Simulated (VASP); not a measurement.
A run of VASP 6.6.1:

INCAR

```
SYSTEM = SnCl
ALGO     = Normal         ! electronic algorithm
EDIFF    = 1E-6           ! SCF threshold, eV
ENCUT    = 450            ! plane-wave cutoff, eV
GGA      = PE             ! functional
ISIF     = 2              ! what is computed and relaxed
ISMEAR   = 0              ! smearing method
LASPH    = .True.         ! aspherical terms in the spheres
LCHARG   = .False.        ! write CHGCAR
LREAL    = .False.        ! projectors in reciprocal space
LWAVE    = .False.        ! write WAVECAR
NBANDS   = 29             ! bands
NELM     = 80             ! most SCF steps
PREC     = Accurate       ! precision mode
SIGMA    = 0.02           ! smearing width, eV
```

KPOINTS

```
k-points
0
Gamma
  5 5 2
  0 0 0
```

POSCAR

```
SnCl
1.0
    3.4975457026      0.0000000000      0.0000000000
   -1.7487728513      3.0289634293      0.0000000000
    0.0000000000      0.0000000000     10.0622090000
Sn Cl
2 2
Direct
    0.6666666667      0.3333333333      0.8205100000
    0.3333333333      0.6666666667      0.3205100000
    0.6666666667      0.3333333333      0.5544910000
    0.3333333333      0.6666666667      0.0544910000
```

Potentials or basis: VASP PAW PBE potentials, release 64 (Sn_d_GW, Cl_GW).

Command:

```sh
$ cat potpaw_PBE.64/Sn_d_GW/POTCAR potpaw_PBE.64/Cl_GW/POTCAR > POTCAR
$ mpirun -np 1 vasp_std > vasp.out
```

Hardware: 1 thread of Intel(R) Xeon(R) 6975P-C (Granite Rapids), on a shared host.

Problem. Estimate the wall time of this run.

Solution. It took 19 s on 1 thread of Intel(R) Xeon(R) 6975P-C (Granite Rapids) (shared host), peak memory 0.2 GiB. Counts: scf iterations 13, k points 10.
